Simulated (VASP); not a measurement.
Consider the following.

```
MgS
1.0
    0.00000     2.59771     2.59771
    2.59771     0.00000     2.59771
    2.59771     2.59771     0.00000
Mg S
1 1
Direct
  0.00000   0.00000   0.00000
  0.50000   0.50000   0.50000
```

Method: optB86b-vdW, VASP's PBE PAW potentials (set 64) (plane waves; VASP). Settings: 520 eV cut-off, Gaussian smearing of 0.050 eV, potentials Mg S.

Give the energies of bands 2 to 7 at the high-symmetry points, in eV from the valence-band maximum.

| band | Γ | X | U | L | W |
|---|---|---|---|---|---|
| 2 | 0.00 | -4.20 | -3.70 | -4.83 | -3.24 |
| 3 | 0.00 | -1.69 | -3.19 | -0.59 | -3.24 |
| 4 | 0.00 | -1.69 | -1.37 | -0.59 | -2.36 |
| 5 | 3.82 | 2.83 | 3.96 | 4.60 | 5.30 |
| 6 | 7.96 | 4.42 | 6.75 | 6.93 | 8.00 |
| 7 | 7.96 | 12.11 | 9.74 | 6.93 | 8.00 |

The gap is indirect, 2.83 eV, from the valence maximum at Γ to the conduction minimum at X.

The compound is MgS in the rock salt structure. It was relaxed first.
